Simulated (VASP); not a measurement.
Crystal: C.

```
C
1.0
     2.46729    0.00000    0.00000
    -1.23365    2.13674    0.00000
     0.00000    0.00000    7.80307
C
4
Direct
  0.00000 0.00000 0.25000
  0.00000 0.00000 0.75000
  0.33333 0.66667 0.25000
  0.66667 0.33333 0.75000
```

| Quantity | Value |
| --- | --- |
| Program | VASP 6.6.1 |
| Task | relaxation of cell and atoms |
| Functional | r2SCAN |
| Dispersion | rVV10 |
| Potentials or basis | VASP PAW PBE potentials, release 64 (C) |
| Cutoff | 600 eV |
| k mesh | 21 × 21 × 6 |
| Occupations | gaussian, width 0.1 eV |
| Spin | no spin polarisation |

At the start: pressure -3.9 GPa; volume 10.28 Å³/atom.

Where does the relaxation end?

Over 12 steps the energy falls by 21.2 meV/atom and the volume is 8.64 Å³/atom (-16.0 %); space group P6_3/mmc (No. 194, to 0.05 Å).

The path:
```
step  energy change (eV)  largest force (eV/Å)  pressure (GPa)  volume (Å³)
   1              0.0000                0.0000           -3.91        41.14
   2              0.0175                0.0000            6.75        39.66
   3             -0.0067                0.0000           -0.40        40.62
   4             -0.0125                0.0000           -0.41        40.28
   5             -0.0298                0.0000           -0.43        39.27
   6             -0.0622                0.0000           -0.35        37.23
   7             -0.0754                0.0000            0.88        33.17
   8             -0.0834                0.0000            0.03        35.15
   9             -0.0849                0.0000            0.19        34.66
  10             -0.0849                0.0000            0.23        34.54
  11             -0.0821                0.0000           -2.72        34.81
  12             -0.0849                0.0000            0.00        34.56
```

Final structure:
```xyz
4
Lattice="2.4559 0.0000 0.0000 -1.2280 2.1269 0.0000 0.0000 0.0000 6.6155" Properties=species:S:1:pos:R:3 pbc="T T T"
C     0.0000    0.0000    1.6539
C     0.0000    0.0000    4.9616
C     0.0000    1.4179    1.6539
C     1.2280    0.7090    4.9616
```

Caveat: the volume moved by over 15 % at a fixed basis, so the end points are rough; the PAW data sets were made with another functional, which shifts forces and pressure a little.
